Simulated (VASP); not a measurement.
The input files of a VASP run:

INCAR:
```
SYSTEM=InAs
PREC=Accurate; ENCUT=520; LREAL=.FALSE.
LASPH=.TRUE.
EDIFF=1E-7; NELM=100; ALGO=Normal
LMAXMIX=4
ISMEAR=-5
GGA=PE; IVDW=11
ISIF=2
LWAVE=.FALSE.; LCHARG=.TRUE.; LORBIT=11
NEDOS=601
```

File KPOINTS:
```
kpoints
0
Gamma
 12 12 12
```

**POSCAR**
```
InAs
1
    0.0000000000     3.0696470008     3.0696470008
    3.0696470008     0.0000000000     3.0696470008
    3.0696470008     3.0696470008     0.0000000000
In As
1 1
Direct
  0.0000000000   0.0000000000   0.0000000000
  0.2500000000   0.2500000000   0.2500000000
```

POTCAR, in this order: In_d As (PBE.64 set). Program: vasp_std.

Problem. Write an equivalent input for Quantum ESPRESSO's pw.x.

Solution. One equivalent input (not run):
```
&CONTROL
  calculation = 'scf'
  pseudo_dir = './pseudo'
  outdir = './out'
  tprnfor = .true.
  tstress = .true.
/
&SYSTEM
  ibrav = 0
  nat = 2
  ntyp = 2
  ecutwfc = 84
  occupations = 'tetrahedra'
  input_dft = 'pbe'
  vdw_corr = 'grimme-d3'
  dftd3_version = 3
  dftd3_threebody = .false.
/
&ELECTRONS
  conv_thr = 7.3e-09
  electron_maxstep = 100
/
ATOMIC_SPECIES
  In 114.818 In.upf
  As 74.922 As.upf
CELL_PARAMETERS angstrom
     0.0000000    3.0696470    3.0696470
     3.0696470    0.0000000    3.0696470
     3.0696470    3.0696470    0.0000000
ATOMIC_POSITIONS crystal
  In   0.0000000  0.0000000  0.0000000
  As   0.2500000  0.2500000  0.2500000
K_POINTS automatic
  12 12 12 0 0 0
```
What does not carry over: the potentials are each code's own (VASP's PAW set, PseudoDojo norm-conserving files in pw.x), so ENCUT and ecutwfc are chosen apart and not converted; conv_thr bounds pw.x's estimated SCF error, while EDIFF bounds the energy change between steps.

The compound is InAs in the zinc blende structure. It was relaxed first.
